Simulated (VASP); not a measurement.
The system is P.

```xyz
4
Lattice="1.6588 -5.0989 0.0000 1.6588 5.0989 0.0000 0.0000 0.0000 4.1713" Properties=species:S:1:pos:R:3 pbc="T T T"
P     1.6588    4.0175    0.3030
P     1.6588   -1.0814    1.7827
P     1.6588   -4.0175    3.8683
P     1.6588    1.0814    2.3886
```

Base run:

```yaml
Program: VASP 6.6.1
Functional: LDA
Potentials_or_basis: VASP PAW LDA potentials, release 64 (P)
Cutoff: 450 eV
k_mesh: 10 × 10 × 7
Occupations: gaussian, width 0.02 eV
Spin: no spin polarisation
```

Its results: band gap on the k mesh none (metal or under the smearing width); pressure -1.1 GPa; largest force 0.075 eV/Å.

Task: After a change of settings the same cell gave: band gap on the k mesh none (metal or under the smearing width); pressure 0.7 GPa; largest force 0.048 eV/Å. Which change was it?
A. functional from LDA to PBE; potentials or basis from VASP PAW LDA potentials, release 64 (P) to VASP PAW PBE potentials, release 64 (P); cutoff from 450 eV to 600 eV
B. functional from LDA to PBE; potentials or basis from VASP PAW LDA potentials, release 64 (P) to VASP PAW PBE potentials, release 64 (P)
C. functional from LDA to PBEsol; potentials or basis from VASP PAW LDA potentials, release 64 (P) to VASP PAW PBE potentials, release 64 (P)

Result: C.

Caveats: the PAW data sets were made with another functional, which shifts forces and pressure a little (some runs).
